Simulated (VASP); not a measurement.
**PdIn: energy against strain**

PdIn (CsCl type, Pm-3m, 17.133 Å³/atom and stress up to 0.01 GPa in the relaxed cell, cube axes along x, y and z) under an equal strain ε along x and y, with z held. PBEsol in VASP (plane waves, PAW), 480 eV, 14×14×14 Γ-centred mesh, Methfessel-Paxton smearing 0.10 eV; ions are relaxed, or left where forces stay under 0.02 eV/Å, within the symmetry of each cell.

Here s stands for strain and y for E less E0.

```
strain (%)  E less E0 (meV/atom)
----------  --------------------
-3.00                          ?
-1.50                       7.21
-1.00                       3.14
-0.50                       0.78
0.00                        0.00
0.50                        0.69
1.00                        2.77
1.50                        6.20
```

Fit y against s with a parabola, and predict the withheld value at s = -3.00.

Least squares gives y = -0.013 - 0.2757·s + 2.9829·s². Residuals (row less fit): 0.098, -0.106, -0.091, 0.013, 0.095, 0.076, -0.085; standard error 0.113 (degrees of freedom: 4). Twice the quadratic coefficient over the volume, 2 × 2.9829 meV × 10⁴ × 0.1602 / 17.133 Å³, is the elastic constants 2(C11 + C12) = about 560 GPa. At the withheld row, y = -0.013 - 0.2757 × (-3.0) + 2.9829 × (-3.0)² = 27.660 meV/atom. The calculation gives 30.55 meV/atom, 2.890 meV/atom above the prediction (9.5 % of the range of y in the table). The row lies outside the fitted rows, so this is an extrapolation. From the scatter of the fitted rows alone, a prediction at this place has a standard error of 0.432 meV/atom, so the miss is 6.7 times that.

A polynomial of degree 3 through the 12 other runs of the series gives 30.36 there, so most of the miss is curvature that the fit leaves out. In a metal these values are sensitive to mesh and smearing; energies are taken to zero smearing, stresses follow the free energy. The runs aren't spin-polarised. For PdIn: the electron count is odd and the run is not spin-polarised, which forces a metal. Rows are the converged runs of the series near zero and its far end, less any whose ions stayed unrelaxed beside relaxed ones; series whose fitted rows scatter by over a few per cent of the range, as at a crossing or softening among them, aren't shown in this form. Most that stay on the fit to the last digits aren't either.
